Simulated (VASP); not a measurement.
Input:

```
B
1.0
    4.41454    -2.45000     0.00003
    4.41454     2.45000     0.00003
    3.05481     0.00000     4.01980
B
12
Direct
  0.01022   0.65415   0.01022
  0.01022   0.01022   0.65415
  0.65415   0.01022   0.01022
  0.98978   0.34585   0.98978
  0.98978   0.98978   0.34585
  0.34585   0.98978   0.98978
  0.22105   0.63070   0.22105
  0.22105   0.22105   0.63070
  0.63070   0.22105   0.22105
  0.77895   0.36930   0.77895
  0.77895   0.77895   0.36930
  0.36930   0.77895   0.77895
```

Level of theory: PBE GGA, VASP's PBE PAW potentials (set 64) (plane waves; VASP). Numerical set-up: 520 eV cut-off, Gaussian smearing of 0.050 eV, potentials B.

Q: What does the run give for the band gap (along the path) with the smallest direct gap where there is one?

A: 
The band gap (along the path) is 1.47 eV. The smallest direct gap (along the path) is 1.84 eV.

The compound is B in the alpha structure. It was relaxed first.
